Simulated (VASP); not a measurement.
Output of a VASP run:

File OSZICAR:
```
...
RMM:   9    -0.431003309964E+00    0.27146E-05   -0.13468E-07  3523   0.121E-03    0.203E-04
RMM:  10    -0.431004291039E+00   -0.98108E-06   -0.46717E-08  3724   0.742E-04    0.603E-05
RMM:  11    -0.431004136719E+00    0.15432E-06   -0.13095E-07  3991   0.666E-04    0.476E-05
RMM:  12    -0.431004426444E+00   -0.28973E-06   -0.16116E-07  3805   0.671E-04    0.867E-06
RMM:  13    -0.431004414100E+00    0.12344E-07   -0.14582E-07  4146   0.664E-04    0.615E-06
RMM:  14    -0.431004449601E+00   -0.35501E-07   -0.14715E-07  4231   0.667E-04    0.220E-06
RMM:  15    -0.431004449556E+00    0.45435E-10   -0.14674E-07  4391   0.670E-04    0.971E-07
RMM:  16    -0.431004451202E+00   -0.16462E-08   -0.14707E-07  4378   0.674E-04    0.540E-07
RMM:  17    -0.431004452021E+00   -0.81923E-09   -0.14858E-07  4386   0.676E-04    0.258E-07
RMM:  18    -0.431004452297E+00   -0.27611E-09   -0.14875E-07  4430   0.677E-04    0.245E-07
RMM:  19    -0.431004452113E+00    0.18425E-09   -0.14899E-07  4465   0.678E-04    0.105E-07
RMM:  20    -0.431004451984E+00    0.12893E-09   -0.14912E-07  4510   0.678E-04    0.144E-07
RMM:  21    -0.431004451916E+00    0.68485E-10   -0.14990E-07  4550   0.679E-04    0.613E-08
 Linear response progress:
  Degree of freedom:   2/  2
       N       E                     dE             d eps       ncg     rms          rms(c)
RMM:   1    -0.790259998723E+00   -0.79026E+00   -0.63750E+01  1592   0.852E+01
RMM:   2    -0.783366165791E+00    0.68938E-02   -0.12826E-01  2227   0.194E+00    0.941E-02
RMM:   3    -0.784280193429E+00   -0.91403E-03   -0.90304E-03  2397   0.489E-01    0.400E-02
RMM:   4    -0.783460182093E+00    0.82001E-03   -0.18872E-03  2683   0.144E-01    0.143E-02
RMM:   5    -0.783415339155E+00    0.44843E-04   -0.24857E-04  2819   0.563E-02    0.950E-03
RMM:   6    -0.783477231461E+00   -0.61892E-04   -0.42262E-05  3051   0.215E-02    0.582E-03
RMM:   7    -0.783482345153E+00   -0.51137E-05   -0.10490E-05  3173   0.829E-03    0.454E-03
RMM:   8    -0.783505802820E+00   -0.23458E-04   -0.33561E-06  2888   0.485E-03    0.637E-04
RMM:   9    -0.783514962732E+00   -0.91599E-05   -0.11320E-06  3103   0.249E-03    0.383E-04
RMM:  10    -0.783521965063E+00   -0.70023E-05   -0.50109E-07  2958   0.164E-03    0.165E-04
RMM:  11    -0.783525826458E+00   -0.38614E-05   -0.38374E-07  3063   0.137E-03    0.415E-05
RMM:  12    -0.783525613224E+00    0.21323E-06   -0.20956E-07  3074   0.125E-03    0.273E-05
RMM:  13    -0.783526374809E+00   -0.76159E-06   -0.18448E-07  3129   0.117E-03    0.137E-05
RMM:  14    -0.783526144042E+00    0.23077E-06   -0.18799E-07  3198   0.116E-03    0.861E-06
RMM:  15    -0.783526124738E+00    0.19305E-07   -0.18732E-07  3233   0.114E-03    0.500E-06
RMM:  16    -0.783526241701E+00   -0.11696E-06   -0.17739E-07  3238   0.114E-03    0.334E-06
RMM:  17    -0.783526195451E+00    0.46250E-07   -0.18693E-07  3245   0.113E-03    0.306E-06
RMM:  18    -0.783526194277E+00    0.11739E-08   -0.17628E-07  3182   0.113E-03    0.441E-06
RMM:  19    -0.783526196439E+00   -0.21619E-08   -0.17434E-07  3239   0.113E-03    0.497E-06
RMM:  20    -0.783526211310E+00   -0.14871E-07   -0.17110E-07  3349   0.113E-03    0.718E-06
RMM:  21    -0.783526206697E+00    0.46135E-08   -0.17042E-07  3407   0.113E-03    0.845E-06
RMM:  22    -0.783526214848E+00   -0.81510E-08   -0.16864E-07  3401   0.113E-03    0.956E-06
RMM:  23    -0.783526217038E+00   -0.21905E-08   -0.16667E-07  3451   0.113E-03    0.826E-06
 Linear response finished
```

OUTCAR:
```
------------------------ aborting loop because EDIFF is reached ----------------------------------------

   1 f  =    5.382372 THz    33.818440 2PiTHz  179.536600 cm-1    22.259691 meV
             X         Y         Z           dx          dy          dz
      1.054865  1.054865  1.054865     0.288675    0.288675    0.288675
      1.054865  3.164595  3.164595     0.288675   -0.288675   -0.288675
      3.164595  1.054865  3.164595    -0.288675    0.288675   -0.288675
      3.164595  3.164595  1.054865    -0.288675   -0.288675    0.288675
      6.329190  6.329190  6.329190     0.000000   -0.000000    0.000000
      4.219460  4.219460  4.219460    -0.000000    0.000000    0.000000

   2 f  =    3.619475 THz    22.741831 2PiTHz  120.732686 cm-1    14.968939 meV
             X         Y         Z           dx          dy          dz
      1.054865  1.054865  1.054865     0.357813    0.371172    0.017768
      1.054865  3.164595  3.164595    -0.358419    0.334441   -0.018962
      3.164595  1.054865  3.164595     0.347365   -0.371344    0.007320
      3.164595  3.164595  1.054865    -0.347971   -0.334613   -0.029410
      6.329190  6.329190  6.329190     0.000960    0.000273    0.018456
      4.219460  4.219460  4.219460     0.000960    0.000273    0.018456

   3 f  =    3.619475 THz    22.741831 2PiTHz  120.732686 cm-1    14.968939 meV
             X         Y         Z           dx          dy          dz
      1.054865  1.054865  1.054865    -0.341519    0.102298   -0.243233
      1.054865  3.164595  3.164595     0.338329   -0.091084   -0.436615
      3.164595  1.054865  3.164595     0.338329   -0.091084    0.436615
      3.164595  3.164595  1.054865    -0.341519    0.102298    0.243233
      6.329190  6.329190  6.329190     0.005057   -0.017777    0.000000
      4.219460  4.219460  4.219460     0.005057   -0.017777   -0.000000

   4 f  =    3.619475 THz    22.741831 2PiTHz  120.732686 cm-1    14.968939 meV
             X         Y         Z           dx          dy          dz
      1.054865  1.054865  1.054865    -0.071857   -0.318741   -0.436292
      1.054865  3.164595  3.164595     0.083055    0.360114    0.242563
      3.164595  1.054865  3.164595     0.121243    0.321926   -0.243193
      3.164595  3.164595  1.054865    -0.110045   -0.356929    0.435662
      6.329190  6.329190  6.329190    -0.017751   -0.005049    0.000999
      4.219460  4.219460  4.219460    -0.017751   -0.005049    0.000999

   5 f  =    2.715380 THz    17.061237 2PiTHz   90.575332 cm-1    11.229905 meV
             X         Y         Z           dx          dy          dz
      1.054865  1.054865  1.054865     0.027804    0.010233    0.199766
      1.054865  3.164595  3.164595     0.007723    0.008433    0.197966
      3.164595  1.054865  3.164595     0.027879   -0.011724    0.199841
      3.164595  3.164595  1.054865     0.007647   -0.009924    0.198041
      6.329190  6.329190  6.329190    -0.057635    0.002418   -0.645372
      4.219460  4.219460  4.219460    -0.057635    0.002418   -0.645372

   6 f  =    2.715380 THz    17.061237 2PiTHz   90.575332 cm-1    11.229905 meV
             X         Y         Z           dx          dy          dz
      1.054865  1.054865  1.054865    -0.196923    0.003815    0.008374
      1.054865  3.164595  3.164595    -0.200038    0.023929    0.028488
      3.164595  1.054865  3.164595    -0.198237    0.022128    0.007060
      3.164595  3.164595  1.054865    -0.198724    0.002014    0.027174
      6.329190  6.329190  6.329190     0.644000   -0.042088   -0.057671
      4.219460  4.219460  4.219460     0.644000   -0.042088   -0.057671

   7 f  =    2.715380 THz    17.061237 2PiTHz   90.575332 cm-1    11.229905 meV
             X         Y         Z           dx          dy          dz
      1.054865  1.054865  1.054865    -0.023063   -0.199910   -0.010342
      1.054865  3.164595  3.164595    -0.002910   -0.198594   -0.009026
      3.164595  1.054865  3.164595    -0.002868   -0.198636    0.009852
      3.164595  3.164595  1.054865    -0.023104   -0.199952    0.011168
      6.329190  6.329190  6.329190     0.042136    0.646572   -0.001340
      4.219460  4.219460  4.219460     0.042136    0.646572   -0.001340

   8 f  =    2.379957 THz    14.953712 2PiTHz   79.386825 cm-1     9.842707 meV
             X         Y         Z           dx          dy          dz
      1.054865  1.054865  1.054865    -0.000000   -0.000000    0.000000
      1.054865  3.164595  3.164595    -0.000000    0.000000   -0.000000
      3.164595  1.054865  3.164595    -0.000000   -0.000000   -0.000000
...
```
(Selected blocks of OUTCAR.)

File POSCAR:
```
ScCd2
1
    0.0000000000     4.2194600000     4.2194600000
    4.2194600000     0.0000000000     4.2194600000
    4.2194600000     4.2194600000     0.0000000000
Cd Sc
4 2
Direct
  0.1250000000   0.1250000000   0.1250000000
  0.6250000000   0.1250000000   0.1250000000
  0.1250000000   0.6250000000   0.1250000000
  0.1250000000   0.1250000000   0.6250000000
  0.7500000000   0.7500000000   0.7500000000
  0.5000000000   0.5000000000   0.5000000000
```

**Question.** Reconstruct the remaining input files.

**Answer.** Several could match; the one computed here: the input of the run itself, PBE GGA, plane waves, VASP's PBE PAW potentials (set 64).

KPOINTS:
```
Automatic
0
G
4 4 4
```

### INCAR
```
! general
SYSTEM   = ScCd2
PREC     = Accurate
ENCUT    = 300   ! plane-wave cut-off (eV)
LREAL    = .FALSE.
LASPH    = .TRUE.

! electronic loop
EDIFF    = 1E-8
NELM     = 100   ! most electronic steps
ALGO     = Normal   ! blocked Davidson
LMAXMIX  = 4   ! l cut-off of mixed one-centre charges

! smearing
ISMEAR   = -1   ! Fermi-Dirac
SIGMA    = 0.1   ! width (eV)

! functional
GGA      = PE

! ions
IBRION   = 8   ! DFPT with symmetry
NSW      = 1   ! most ionic steps
ISIF     = 2

! output
LWAVE    = .FALSE.
LCHARG   = .FALSE.

! other
LEPSILON = .FALSE.
```

POTCAR, in this order: Cd Sc_sv (PBE.64 set). Program: vasp_std.

The structure was generated: ScCd2 was put into an ordered model structure (Fd-3m), which need not be its known phase. The cell was not relaxed at this level. The k-mesh is coarse (spacing up to 0.32 per Å, 2π included), so the numbers may not be converged in it. The run is one of a series of settings (EDIFF = 1E-8, IBRION = 8, LEPSILON = .FALSE., NSW = 1 against the base run), some of them coarse on purpose.
